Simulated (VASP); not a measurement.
```
BN
1.0
    0.00000     1.81214     1.81214
    1.81214     0.00000     1.81214
    1.81214     1.81214     0.00000
B N
1 1
Direct
  0.00000   0.00000   0.00000
  0.25000   0.25000   0.25000
```

Level of theory: optB88-vdW, VASP's PBE PAW potentials (set 64) (plane waves; VASP). Settings: 520 eV cut-off, Gaussian smearing of 0.050 eV, potentials B N.

### Question
Give the energies of bands 2 to 7 at the high-symmetry points, in eV from the valence-band maximum.

### Answer

| band | Γ | X | U | L | W |
|---|---|---|---|---|---|
| 2 | 0.00 | -8.75 | -7.98 | -10.48 | -7.46 |
| 3 | 0.00 | -4.81 | -7.49 | -1.91 | -6.81 |
| 4 | 0.00 | -4.81 | -4.00 | -1.91 | -6.35 |
| 5 | 8.87 | 4.69 | 7.09 | 10.20 | 9.72 |
| 6 | 8.87 | 9.37 | 12.93 | 10.77 | 13.32 |
| 7 | 8.87 | 17.80 | 15.76 | 10.77 | 14.59 |

The gap is indirect, 4.69 eV, from the valence maximum at Γ to the conduction minimum at X.

Measured: gap 6.20 eV at 300 K (computed value off by -1.51 eV), as given by arXiv:1206.3780.

The compound is BN in the zinc blende structure. It was relaxed first.
